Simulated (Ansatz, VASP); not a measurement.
# TaN: VASP beside Ansatz, part 2 of 2

One calculation is typed for both programs; each brings its own data sets. How far apart do they land? Of the first pair: The structure shown is the end of the Ansatz relaxation below.

VASP 6.6.1 and Ansatz 0.2.0.

So far. Step 3 (VASP: single point, LDA, cell relaxed in part, pair 1): The run ends at a pressure of -11.13 GPa, with forces up to 0.0066 eV/Å.

## 6. Ansatz: relaxation, LDA

Level of this step: Ansatz beside VASP: Kohn-Sham DFT, plane waves, LDA (Ansatz).

This run makes the geometry at which the two programs are then compared. The cell compared in this pair holds 69.96 Å³, against 68.64 Å³ for the pair before.

The structure compared here is the end of the Ansatz relaxation.

Input file input.yaml:

```yaml
crystal:
  lattice:
    - [5.2530882447, 0.0, 0.0]
    - [-2.6265441223, 4.5493078682, 0.0]
    - [0.0, 0.0, 2.927464239]
  atoms:
    - { symbol: "N", position: [0.3917903649, 0.0, 0.0] }
    - { symbol: "N", position: [0.6082096351, 0.6082096351, 0.0] }
    - { symbol: "N", position: [0.0, 0.3917903649, 0.0] }
    - { symbol: Ta, position: [0.3333333333, 0.6666666667, 0.5] }
    - { symbol: Ta, position: [0.6666666667, 0.3333333333, 0.5] }
    - { symbol: Ta, position: [0.0, 0.0, 0.0] }
kpoints:
  mp_grid: { grid: [9, 9, 12] }
hamiltonian:
  xc: lda
  pseudopotentials: { kind: paw, azcp: { folder: soft_1 }, xc_functional: pbe }
scf:
  occupations: { method: methfessel_paxton, width: 0.2 }
output:
  forces: true
  stress: true
  eigenvalues: true
relax:
  adjacent_minimum: "off"
  f_tol: 0.001
  max_steps: 60
  cell: { stress_tol: 0.01, fix: [volume] }
```

The run is started by

```console
ansatz run input.yaml --threads 4 --pin off --max-ram 16384MiB --backend cpu --events-out ev --progress --plain --runs-dir out
```

Numbers of over 12 decimals in the logs are rounded to 6 here.

Log:

```text
[...]
Crystal: 6 atoms, lattice volume = 69.960 Å³
Basis set: ecut = 420 eV, 1347 PW (Γ)
Bands: 33, of which v1, the nominal top of the filled ones, is band 27 counted from 1 (26 counted from 0)
Symmetry: 12 space group operations
[...]
k-points: 84 of 972 (time reversal used)
[...]
cell:  # Å, volume = 69.9603 Å³
    - [5.255081, -2.887840852111225e-11, 0]
    - [-2.627541, 4.551034, 0]
    - [0, 0, 2.925244]
  atoms:
    - { symbol: N, position: [0.390919, 0, 0] }
    - { symbol: N, position: [0.609081, 0.609081, 0] }
    - { symbol: N, position: [-2.7755575615628914e-17, 0.390919, 0] }
    - { symbol: Ta, position: [0.333333, 0.666667, 0.5] }
    - { symbol: Ta, position: [0.666667, 0.333333, 0.5] }
    - { symbol: Ta, position: [0, 0, 0] }
[key lines of the parts left out:]
SCF converged after 4 iterations
Free energy (F): -30179.886662 eV
Fermi energy:    18.725003 eV
P = ⅓ Tr σ = -17.7094 GPa (-177.094 kbar)
```

## 7. VASP: single point, LDA, cell relaxed in part, pair 2

The same cell, functional (in two slightly different forms), mesh and smearing now go to VASP, with its own data sets.

Input file INCAR:

```
SYSTEM = TaN
PREC = Accurate
ENCUT = 600
EDIFF = 1E-06
NELM = 120
ISMEAR = 1
SIGMA = 0.2
LREAL = .FALSE.
ALGO = Normal
GGA = PW92
NBANDS = 30
LASPH = .TRUE.
LORBIT = 11
LWAVE = .FALSE.
LCHARG = .FALSE.
ISIF = 2
GGA_COMPAT = .FALSE.
KPAR = 2
```

Input file POSCAR:

```
TaN
1.0
    5.2550811636      0.0000000000      0.0000000000
   -2.6275405818      4.5510337867      0.0000000000
    0.0000000000      0.0000000000      2.9252442571
N Ta
3 3
Direct
    0.3909191007      0.0000000000      0.0000000000
    0.6090808993      0.6090808993      0.0000000000
    0.0000000000      0.3909191007      0.0000000000
    0.3333333333      0.6666666667      0.5000000000
    0.6666666667      0.3333333333      0.5000000000
    0.0000000000      0.0000000000      0.0000000000
```

Input file KPOINTS:

```
Automatic mesh
0
Gamma
9 9 12
0 0 0
```

The projector-augmented-wave data sets are N and Ta_pv (LDA family, release 64).

The run is started by

```console
mpirun -np 2 vasp_std
```

Log:

```text
[banner, memory and clock lines left out]
running    2 mpi-ranks, on    1 nodes
[...]
[... a notice as in an earlier step ...]

 LDA part: xc-table for (Slater(with rela. corr.)+PW92), standard interpolation
 POSCAR, INCAR and KPOINTS ok, starting setup
[...]
entering main loop
       N       E                     dE             d eps       ncg     rms          rms(c)
DAV:   1     0.470432159947E+03    0.47043E+03   -0.28632E+04  5040   0.185E+03
DAV:   2    -0.531351358312E+02   -0.52357E+03   -0.50539E+03  5910   0.499E+02
DAV:   3    -0.833042118264E+02   -0.30169E+02   -0.29720E+02  6148   0.111E+02
DAV:   4    -0.839139240272E+02   -0.60971E+00   -0.60503E+00  6242   0.151E+01
[...]
DAV:  12    -0.739698397982E+02    0.54045E-04   -0.31229E-04  6214   0.975E-02    0.162E-02
DAV:  13    -0.739698406082E+02   -0.81000E-06   -0.22151E-05  6590   0.259E-02    0.460E-03
DAV:  14    -0.739698405333E+02    0.74932E-07   -0.83917E-07  4014   0.659E-03
   1 F= -.73969841E+02 E0= -.73970860E+02  d E =0.305903E-02
```

Parts of OUTCAR (step 7):

```text
  Total       -7.1954865     -7.1954865     -7.2396252      0.0000000      0.0000000      0.0000000
  in kB     -164.7855495   -164.7855495   -165.7963793      0.0000000      0.0000000      0.0000000
  external PRESSURE =    -165.1224928 kB  Pullay stress =       0.0000000 kB

 POSITION                                       TOTAL-FORCE (eV/Angst)
 -----------------------------------------------------------------------------------
      2.05431      0.00000      0.00000         0.006181      0.000000     -0.000000
      1.60038      2.77195      0.00000        -0.003091     -0.005353     -0.000000
     -1.02716      1.77909      0.00000        -0.003091      0.005353      0.000000
     -0.00000      3.03402      1.46262         0.000000      0.000000      0.000000
      2.62754      1.51701      1.46262         0.000000      0.000000      0.000000
      0.00000      0.00000      0.00000         0.000000     -0.000000      0.000000
 -----------------------------------------------------------------------------------
    total drift:                               -0.000000     -0.000000     -0.000000

  FREE ENERGIE OF THE ION-ELECTRON SYSTEM (eV)
  ---------------------------------------------------
  free  energy   TOTEN  =       -73.9698405333 eV

  energy  without entropy=      -73.9728995630  energy(sigma->0) =      -73.97086021

[... 1 part as in an earlier step ...]

[... 2 further parts left out ...]
[key lines of the parts left out:]
E-fermi :   7.9677
```

The run ends at a pressure of -16.51 GPa, with forces up to 0.0062 eV/Å.

## 8. Side by side

What differs besides the data sets and the points named for the pairs above, as far as they apply: the data sets hold 54 valence electrons in Ansatz (on its PAW soft_1 files) and 48 in VASP. Total energies have different zeros and are not compared.

Compared:

| quantity | Ansatz | VASP | difference |
| --- | --- | --- | --- |
| pressure (GPa) | -17.71 | -16.51 | -1.20 |

The largest component of a force difference here is 6 meV/Å.

## 9. Ansatz: relaxation, LDA

The two programs are compared at the cell with which this relaxation starts, whose forces are those of its first step. The cell compared in this pair holds 65.34 Å³, against 69.96 Å³ for the pair before.

The structure compared here is the start of the Ansatz relaxation; VASP solves that cell, so the two are compared at the walk's first step.

input.yaml, the sections that differ from step 6:

```yaml
crystal:
  lattice:
    - [5.1155565182, 0.0, 0.0]
    - [-2.5577782591, 4.4302018992, 0.0]
    - [0.0, 0.0, 2.8831321319]
  atoms:
    - { symbol: "N", position: [0.3978577669, 0.0, 0.0] }
    - { symbol: "N", position: [0.6021422331, 0.6021422331, 0.0] }
    - { symbol: "N", position: [0.0, 0.3978577669, 0.0] }
    - { symbol: Ta, position: [0.3333333333, 0.6666666667, 0.5] }
    - { symbol: Ta, position: [0.6666666667, 0.3333333333, 0.5] }
    - { symbol: Ta, position: [0.0, 0.0, 0.0] }
# kpoints, hamiltonian, scf, output, relax: as in step 6
```

The run is started by

```console
ansatz run input.yaml --threads 4 --pin off --max-ram 16384MiB --backend cpu --events-out ev --progress --plain --runs-dir out
```

Log:

```text
[...]
Crystal: 6 atoms, lattice volume = 65.340 Å³
Basis set: ecut = 420 eV, 1287 PW (Γ)
Bands: 33, of which v1, the nominal top of the filled ones, is band 27 counted from 1 (26 counted from 0)
Symmetry: 12 space group operations
[...]
k-points: 84 of 972 (time reversal used)
[...]
cell:  # Å, volume = 65.3403 Å³
    - [5.129147, 0.0, 0.0]
    - [-2.564573, 4.441971, 0.0]
    - [0.0, 0.0, 2.867874]
  atoms:
    - { symbol: N, position: [0.393944, 0, 0.0] }
    - { symbol: N, position: [0.606056, 0.606056, 0.0] }
    - { symbol: N, position: [0.0, 0.393944, 0.0] }
    - { symbol: Ta, position: [0.333333, 0.666667, 0.5] }
    - { symbol: Ta, position: [0.666667, 0.333333, 0.5] }
    - { symbol: Ta, position: [0, 0, 0.0] }
[key lines of the parts left out:]
SCF converged after 4 iterations
Free energy (F): -30180.109879 eV
Fermi energy:    20.257555 eV
P = ⅓ Tr σ = 3.5366 GPa (35.366 kbar)
```

## 10. VASP: single point, LDA, start cell, pair 3

The same cell, functional (in two slightly different forms), mesh and smearing now go to VASP, with its own data sets.

INCAR: that of step 7 with these lines changed.

```diff
@@ -2,3 +2,3 @@
 PREC = Accurate
-ENCUT = 600
+ENCUT = 520
 EDIFF = 1E-06
```

Input file POSCAR:

```
TaN
1.0
    5.1155570000      0.0000000000      0.0000000000
   -2.5577780000      4.4302020000      0.0000000000
    0.0000000000      0.0000000000      2.8831320000
N Ta
3 3
Direct
    0.3978576880      0.9999999894      0.0000000000
    0.6021421676      0.6021422292      0.0000000000
    0.9999999278      0.3978577496      0.0000000000
    0.3333332611      0.6666666561      0.5000000000
    0.6666665945      0.3333333227      0.5000000000
    0.9999999278      0.9999999894      0.0000000000
```

KPOINTS is that of step 7.

The run is started by

```console
mpirun -np 2 vasp_std
```

Log:

```text
[... set-up lines as in an earlier step ...]
 entering main loop
       N       E                     dE             d eps       ncg     rms          rms(c)
DAV:   1     0.445696369730E+03    0.44570E+03   -0.26512E+04  5040   0.169E+03
DAV:   2    -0.562270701032E+02   -0.50192E+03   -0.48462E+03  5866   0.476E+02
DAV:   3    -0.835321529693E+02   -0.27305E+02   -0.26891E+02  6148   0.106E+02
DAV:   4    -0.840762576949E+02   -0.54410E+00   -0.53981E+00  6242   0.141E+01
[...]
DAV:  12    -0.741331631393E+02    0.35126E-04   -0.24408E-04  6182   0.888E-02    0.144E-02
DAV:  13    -0.741331638097E+02   -0.67038E-06   -0.11321E-05  5756   0.202E-02    0.382E-03
DAV:  14    -0.741331637763E+02    0.33444E-07   -0.82466E-07  3972   0.732E-03
   1 F= -.74133164E+02 E0= -.74134232E+02  d E =0.320609E-02
```

Parts of OUTCAR (step 10):

```text
  Total        2.2097483      2.2097480      1.0471435      0.0000002      0.0000000      0.0000000
  in kB       54.1841689     54.1841612     25.6764979      0.0000061      0.0000000      0.0000000
  external PRESSURE =      44.6816094 kB  Pullay stress =       0.0000000 kB

 POSITION                                       TOTAL-FORCE (eV/Angst)
 -----------------------------------------------------------------------------------
     -0.52251      4.43020      0.00000        -0.352889      0.000000      0.000000
      1.54015      2.66761      0.00000         0.176445      0.305611     -0.000000
      4.09792      1.76259      0.00000         0.176444     -0.305611     -0.000000
     -0.00000      2.95347      1.44157        -0.000000      0.000000      0.000000
      2.55778      1.47673      1.44157        -0.000000      0.000000      0.000000
      2.55778      4.43020      0.00000        -0.000000      0.000000      0.000000
 -----------------------------------------------------------------------------------
    total drift:                                0.000851      0.000133     -0.000000

  FREE ENERGIE OF THE ION-ELECTRON SYSTEM (eV)
  ---------------------------------------------------
  free  energy   TOTEN  =       -74.1331637763 eV

  energy  without entropy=      -74.1363698710  energy(sigma->0) =      -74.13423247

[... 1 part as in an earlier step ...]

[... 2 further parts left out ...]
[key lines of the parts left out:]
E-fermi :   8.7334
```

The run ends at a pressure of 4.47 GPa, with forces up to 0.35 eV/Å.

## 11. Differences

What differs besides the data sets and the points named for the pairs above, as far as they apply: the data sets hold 54 valence electrons in Ansatz (on its PAW soft_1 files) and 48 in VASP; the cutoff is 420 eV in Ansatz and 520 eV in VASP. Total energies have different zeros and are not compared.

Forces (eV/Å; atoms numbered as in POSCAR):

| atom | Ansatz x, y, z | VASP x, y, z |
| --- | --- | --- |
| N1 | -0.358, 0.000, 0.000 | -0.353, 0.000, 0.000 |
| N2 | 0.179, 0.310, 0.000 | 0.176, 0.306, 0.000 |
| N3 | 0.179, -0.310, 0.000 | 0.176, -0.306, 0.000 |
| Ta4 | 0.000, 0.000, 0.000 | 0.000, 0.000, 0.000 |
| Ta5 | 0.000, 0.000, 0.000 | 0.000, 0.000, 0.000 |
| Ta6 | 0.000, 0.000, 0.000 | 0.000, 0.000, 0.000 |

The forces differ by 2.1 meV/Å r.m.s., which is 1.4 % of the r.m.s. force of 0.144 eV/Å (both taken over all components).

## 12. Summary of results

```json
{
  "difference in pressure (single point, LDA, cell relaxed in part, pair 1)": "-1.3 GPa",
  "difference in pressure (single point, LDA, cell relaxed in part, pair 2)": "-1.2 GPa",
  "r.m.s. force difference (single point, LDA, start cell, pair 3)": "2.1 meV/Å"
}
```

The difference in pressure is -1.3 GPa (single point, LDA, cell relaxed in part, pair 1), beyond the 1 GPa picked in this series as the mark of a large difference. The data sets hold unlike numbers of valence electrons (54 in Ansatz and 48 in VASP), so part of the differences may come from the potentials. Single point, LDA, cell relaxed in part, pair 1, VASP with the data sets N and Ta_sv_GW: r.m.s. force difference goes from 2.7 to 1.8 meV/Å; the difference in pressure goes from -1.3 to -0.69 GPa. What causes the difference of the single point, LDA, cell relaxed in part, pair 2 pair stays open here. 3 further pairs of this series are not shown here. Such differences can come from data sets, numerical settings and the points named under the comparisons, not from the functional's error against experiment.

[Lines on the potential files, build, host, timing and source positions are cut from VASP's logs without a mark.]

[Logs are printed without paths, hosts, clocks, repeated set-up lines and the standing remarks that a program may print on its own settings, such as how far it seeks lower states.]

[Hosts, paths, dates, database ids (printed as entryN), source tags and the programs' standing remarks are cut or masked in the printed files.]
